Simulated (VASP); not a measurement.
Given:

```
CELL_PARAMETERS angstrom
      3.09193     0.00000     0.00000
     -1.54597     2.67769     0.00000
      0.00000     0.00000     5.07412
ATOMIC_POSITIONS crystal
  Si 0.33333 0.66667 0.49959
  Si 0.66667 0.33333 0.99959
  C  0.33333 0.66667 0.87541
  C  0.66667 0.33333 0.37541
```

Method: modified Becke-Johnson potential (mBJ), VASP's PBE PAW potentials (set 64) (plane waves; VASP). Settings: 500 eV cut-off, 6×6×4 Γ-centred mesh, Gaussian smearing of 0.050 eV, potentials Si C.

mBJ is a potential without an energy functional, so only the levels count.

Give the energies of bands 3 to 11 at the high-symmetry points, in eV from the valence-band maximum.

```
band      Γ      M      K      A      L      H
----  -----  -----  -----  -----  -----  -----
3     -8.39  -7.64  -6.40  -4.35  -8.01  -7.55
4     -1.36  -6.21  -6.23  -4.35  -8.01  -7.55
5     -1.36  -5.25  -6.23  -0.74  -2.43  -5.34
6     -0.11  -3.29  -3.88  -0.74  -2.43  -5.34
7      0.00  -3.05  -3.88  -0.74  -2.32  -1.77
8      0.00  -1.24  -3.69  -0.74  -2.32  -1.77
9      5.47   3.67   3.35   6.54   4.17   5.83
10     6.83   5.14   9.11   6.54   4.17   5.83
11     7.30   7.47   9.77   8.07   6.01   7.01
```

The gap is indirect, 3.34 eV, from the valence maximum at Γ to the conduction minimum at K.

The structure comes from a computed database's SiC entry (P6_3mc); how it stands against other phases isn't given here. It was relaxed first. The cell's shape comes from a PBE relaxation.
